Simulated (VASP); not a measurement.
Computed with PBEsol GGA, VASP's PBE PAW potentials (set 64) (plane waves; VASP).

The input files of a VASP run:

### INCAR
```
ALGO  =  Normal
EDIFF  =  1E-6
EDIFFG  =  -0.02
ENCUT  =  500
GGA  =  PS
IBRION  =  2
ISIF  =  3
ISMEAR  =  0
LASPH  =  .TRUE.
LCHARG  =  .FALSE.
LMAXMIX  =  4
LREAL  =  .FALSE.
LWAVE  =  .FALSE.
NELM  =  100
NSW  =  40
PREC  =  Accurate
PSTRESS  =  200
SIGMA  =  0.05
SYSTEM  =  GaAs
```

POSCAR:
```
GaAs
1.0
  0.0000000000   2.7285949681   2.7285949681
  2.7285949681   0.0000000000   2.7285949681
  2.7285949681   2.7285949681   0.0000000000
Ga As
1 1
Cartesian
  0.0000000000   0.0000000000   0.0000000000
  1.3642974840   1.3642974840   1.3642974840
```

KPOINTS:
```
Automatic mesh
0
Gamma
8 8 8
0 0 0
```

POTCAR, in this order: Ga_d As (PBE.64 set). Program: vasp_std.

Energy and stress use the plane-wave basis of the starting cell.

Q: Estimate the energy per atom (σ→0), volume per atom, band gap (on the k-mesh).

A: 
energy per atom (σ→0): -4.341 eV/atom
band gap (on the k-mesh): 0.94 eV
volume per atom: 18.83 Å^3/atom

### OSZICAR
```
...
   3 F= -.39816786E+01 E0= -.39816786E+01  d E =-.997956E-01
       N       E                     dE             d eps       ncg     rms          rms(c)
DAV:   1    -0.868291972817E+01    0.71560E-02   -0.52668E-03   989   0.170E+00    0.118E-01
DAV:   2    -0.868259856211E+01    0.32117E-03   -0.58132E-04   944   0.705E-01    0.527E-02
DAV:   3    -0.868252170293E+01    0.76859E-04   -0.79894E-05   994   0.222E-01    0.127E-02
DAV:   4    -0.868251400710E+01    0.76958E-05   -0.95689E-06   923   0.489E-02    0.357E-03
DAV:   5    -0.868251340723E+01    0.59987E-06   -0.35311E-07   387   0.978E-03
   4 F= -.39817617E+01 E0= -.39817617E+01  d E =-.998787E-01
```

The structure was generated: GaAs was put into the zinc blende type (F-43m), which need not be its known phase. This run relaxes it under an external pressure of 20 GPa. Symmetry was kept, so distortions that lower it aren't found.
